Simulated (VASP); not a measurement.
A convergence study with VASP on CeO2 (space group no. 225 when undisturbed): one setting is varied, all else stays as given below, so the limit is that of these other settings. One atom is moved off its site, so that forces are finite.

```yaml
crystal:
  lattice:
    - [0.00000, 2.69148, 2.69148]
    - [2.69148, 0.00000, 2.69148]
    - [2.69148, 2.69148, 0.00000]
  atoms:
    - { symbol: Ce, position: [0.00929, 0.00929, 0.99071] }
    - { symbol: O, position: [0.25000, 0.25000, 0.25000] }
    - { symbol: O, position: [0.75000, 0.75000, 0.75000] }
```

The numbers are results of PBE GGA, VASP's PBE PAW potentials (set 64) (plane waves; VASP), not measurements. The tightest run used: 960 eV cut-off, 8×8×8 Γ-centred mesh, Fermi-Dirac smearing of 0.010 eV, potentials Ce O.

Gaps are read on the run's mesh, which can miss a band edge.

```tsv
setting	E (eV/atom)	pressure (GPa)	largest force (eV/Å)	gap on the mesh (eV)	plane waves
ENCUT = 140	-9.6635	-353.98	1.820	1.986	156
ENCUT = 160	-9.4418	-264.27	1.030	2.736	190
ENCUT = 180	-9.2728	-206.66	0.615	2.447	222
ENCUT = 200	-8.9812	-163.06	0.631	2.178	262
ENCUT = 220	-8.9432	-125.08	0.386	1.949	303
ENCUT = 240	-8.9786	-92.51	0.317	2.001	342
ENCUT = 280	-8.8242	-44.88	0.377	2.034	428
ENCUT = 320	-8.7845	-18.49	0.381	2.017	531
```

Q: These are the cheaper rows. Estimate the results at ENCUT = 960, and how far the last row shown lies from them.

A: 
```
quantity              tightest run  last row shown is off by
--------------------  ------------  ------------------------
E (eV/atom)                -8.7259                   -0.0585
pressure (GPa)               10.68                    -29.17
largest force (eV/Å)         0.409                    -0.028
gap on the mesh (eV)         2.005                     0.012
```

Left out are rungs that failed or repeat a setting and relaxations that didn't move; long series are thinned to 24 rows.

The structure is a typed CeO2 crystal (space group no. 225). The cell was not relaxed at this level, it is distorted from the ideal structure. The run is not spin-polarised, so no magnetic state was tried.
